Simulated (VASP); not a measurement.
Set up this calculation in VASP 6.6.1, as the native input.

| Item | Value |
| --- | --- |
| Task | band structure |
| Functional | PBE |
| Potentials or basis | VASP PAW PBE potentials, release 64 (In_d, Te, O) |
| Cutoff | 520 eV |
| k mesh | 6 × 6 × 4 |
| Occupations | gaussian, width 0.03 eV |
| Spin | no spin polarisation |
| Further INCAR settings | ALGO = Fast; EDIFF = 1e-06; NBANDS = 30 |

In2Te2O:

```xyz
5
Lattice="4.4337 0.0000 0.0000 -2.2169 3.8397 0.0000 0.0000 0.0000 10.3929" Properties=species:S:1:pos:R:3 pbc="T T T"
In    0.0000    0.0000    8.4199
In    0.0000    0.0000    1.9730
Te    0.0000    2.5598    3.2727
Te    2.2169    1.2799    7.1202
O     0.0000    0.0000    0.0000
```

The cell was built by a generator and needn't be a form met in nature.

These files were run (other wordings do the same):

POSCAR

```
In2Te2O
1.0
    4.4337180000      0.0000000000      0.0000000000
   -2.2168590000      3.8397130000      0.0000000000
    0.0000000000      0.0000000000     10.3929400000
In Te O
2 2 1
Direct
    0.0000000000      0.0000000000      0.8101560000
    0.0000000000      0.0000000000      0.1898440000
    0.3333330000      0.6666670000      0.3149000000
    0.6666670000      0.3333330000      0.6851000000
    0.0000000000      0.0000000000      0.0000000000
```

INCAR.step1

```
PREC = Accurate ; ENCUT = 520
EDIFF = 1E-6 ; ISMEAR = 0
SIGMA = 0.03 ; LREAL = False
LASPH = True ; NELM = 100
ALGO = Fast ; ISIF = 2
LWAVE = False ; LCHARG = True
GGA = PE ; NBANDS = 30
KPAR = 4
```

KPOINTS.step1

```
regular mesh
0
Gamma
  6 6 4
```

INCAR.step2

```
PREC = Accurate ; ENCUT = 520
EDIFF = 1E-6 ; ISMEAR = 0
SIGMA = 0.05 ; LREAL = False
LASPH = True ; NELM = 100
ALGO = Fast ; ISIF = 2
LWAVE = False ; LCHARG = False
GGA = PE ; NBANDS = 30
KPAR = 4 ; ICHARG = 11
```

KPOINTS.step2

```
path GMKGALHA,LM,KH
15
line-mode
reciprocal
 0.0000000000  0.0000000000  0.0000000000  G
 0.5000000000  0.0000000000  0.0000000000  M

 0.5000000000  0.0000000000  0.0000000000  M
 0.3333333333  0.3333333333  0.0000000000  K

 0.3333333333  0.3333333333  0.0000000000  K
 0.0000000000  0.0000000000  0.0000000000  G

 0.0000000000  0.0000000000  0.0000000000  G
 0.0000000000  0.0000000000  0.5000000000  A

 0.0000000000  0.0000000000  0.5000000000  A
 0.5000000000  0.0000000000  0.5000000000  L

 0.5000000000  0.0000000000  0.5000000000  L
 0.3333333333  0.3333333333  0.5000000000  H

 0.3333333333  0.3333333333  0.5000000000  H
 0.0000000000  0.0000000000  0.5000000000  A

 0.5000000000  0.0000000000  0.5000000000  L
 0.5000000000  0.0000000000  0.0000000000  M

 0.3333333333  0.3333333333  0.0000000000  K
 0.3333333333  0.3333333333  0.5000000000  H
```

Potentials or basis: VASP PAW PBE potentials, release 64 (In_d, Te, O).

Run with:

```sh
$ cat potpaw_PBE.64/In_d/POTCAR potpaw_PBE.64/Te/POTCAR potpaw_PBE.64/O/POTCAR > POTCAR
$ cp INCAR.step1 INCAR
$ cp KPOINTS.step1 KPOINTS
$ mpirun -np 4 vasp_std > vasp.out
$ cp INCAR.step2 INCAR
$ cp KPOINTS.step2 KPOINTS
$ mpirun -np 4 vasp_std > vasp.out
```

It gave:

```
Band gap on the k mesh  : 1.04 eV, direct
Band gap along the path : 1.04 eV, direct
```

Caveat: the log is that of the step along the path at fixed density, whose energy, stress, charges and moments have no meaning; spin-orbit coupling is left out, which moves the levels of the heavy elements.

Run time: 4 min on 4 MPI ranks on Intel(R) Xeon(R) Platinum 8259CL CPU @ 2.50GHz (Skylake/Cascade Lake), on a shared host, peak memory 0.76 GiB a rank.
